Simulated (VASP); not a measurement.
Output of a VASP run:

**OSZICAR**
```
       N       E                     dE             d eps       ncg     rms          rms(c)
DAV:   1     0.696283950952E+02    0.69628E+02   -0.55913E+03  2600   0.890E+02
DAV:   2    -0.460773865422E+01   -0.74236E+02   -0.71311E+02  3438   0.145E+02
DAV:   3    -0.933499230374E+01   -0.47273E+01   -0.46897E+01  3140   0.420E+01
DAV:   4    -0.942513118865E+01   -0.90139E-01   -0.90069E-01  3429   0.701E+00
DAV:   5    -0.942617096009E+01   -0.10398E-02   -0.10398E-02  3164   0.687E-01    0.121E+01
DAV:   6    -0.940914562186E+01    0.17025E-01   -0.20435E-02  2805   0.974E-01    0.769E+00
DAV:   7    -0.940678097342E+01    0.23646E-02   -0.43569E-02  2730   0.146E+00    0.309E-01
DAV:   8    -0.940605438245E+01    0.72659E-03   -0.80543E-03  2650   0.576E-01    0.161E-01
DAV:   9    -0.940609102136E+01   -0.36639E-04   -0.22732E-04  3351   0.115E-01    0.110E-01
DAV:  10    -0.940613400090E+01   -0.42980E-04   -0.55411E-05  2645   0.536E-02    0.238E-02
DAV:  11    -0.940612865754E+01    0.53434E-05   -0.19502E-05  2665   0.302E-02    0.129E-02
DAV:  12    -0.940612890534E+01   -0.24781E-06   -0.18636E-06  1780   0.920E-03
   1 F= -.94061289E+01 E0= -.94061289E+01  d E =-.219383E-11
```

### OUTCAR
```
------------------------ aborting loop because EDIFF is reached ----------------------------------------
  FORCE on cell =-STRESS in cart. coord.  units (eV):
  Direction    XX          YY          ZZ          XY          YZ          ZX
  --------------------------------------------------------------------------------------
  Total        1.1148743      0.4822532      0.9351019      0.1334041     -0.3509414     -0.1928343
  in kB       17.3603234      7.5094306     14.5609882      2.0773090     -5.4647023     -3.0027289
  external PRESSURE =      13.1435807 kB  Pullay stress =       0.0000000 kB
  volume of cell :      102.89
      direct lattice vectors                 reciprocal lattice vectors
     2.198061000 -3.924315000  0.000000000     0.227473214 -0.127410771  0.000000000
     2.198061000  3.924315000  0.000000000     0.227473214  0.127410771  0.000000000
     0.000000000  0.000000000  5.964102000     0.000000000  0.000000000  0.167669835
 POSITION                                       TOTAL-FORCE (eV/Angst)
 -----------------------------------------------------------------------------------
      0.57809      1.03209      3.97607         0.230066      0.140641     -0.086707
      3.23994      0.00000      0.00000        -0.227628     -0.021165      0.049075
      0.63656     -1.03209      1.98803        -0.002437     -0.119476      0.037632
 -----------------------------------------------------------------------------------
    total drift:                                0.000028      0.000031     -0.000015
  FREE ENERGIE OF THE ION-ELECTRON SYSTEM (eV)
  ---------------------------------------------------
  free  energy   TOTEN  =        -9.4061289053 eV

  energy  without entropy=       -9.4061289053  energy(sigma->0) =       -9.40612891
```
(Selected blocks of OUTCAR.)

POSCAR:
```
Te
1
    2.1980610000    -3.9243150000     0.0000000000
    2.1980610000     3.9243150000     0.0000000000
    0.0000000000     0.0000000000     5.9641020000
Te
3
Direct
  0.0000000000   0.2630000000   0.6666670000
  0.7370000000   0.7370000000   0.0000000000
  0.2763000000   0.0133000000   0.3333330000
```

Write an INCAR and KPOINTS that could have produced this output.

Several could match; the one computed here: the input of the run itself, PBE GGA, plane waves, VASP's PBE PAW potentials (set 64).

INCAR:
```
SYSTEM = Te
PREC = Accurate
ENCUT = 400
EDIFF = 1E-6
NELM = 100
ALGO = Normal
LREAL = .FALSE.
LASPH = .TRUE.
ISMEAR = 0
SIGMA = 0.05
GGA = PE
LMAXMIX = 4
LWAVE = .FALSE.
LCHARG = .FALSE.
ISIF = 2
ISYM = -1
```

**KPOINTS**
```
Automatic mesh
0
Gamma
5 5 4
0 0 0
```

POTCAR, in this order: Te (PBE.64 set). Program: vasp_std.

The compound is Te in the trig structure. The cell was not relaxed at this level, atoms are displaced from their ideal sites. The run is one of a series of settings (ISYM = -1 against the base run), some of them coarse on purpose.
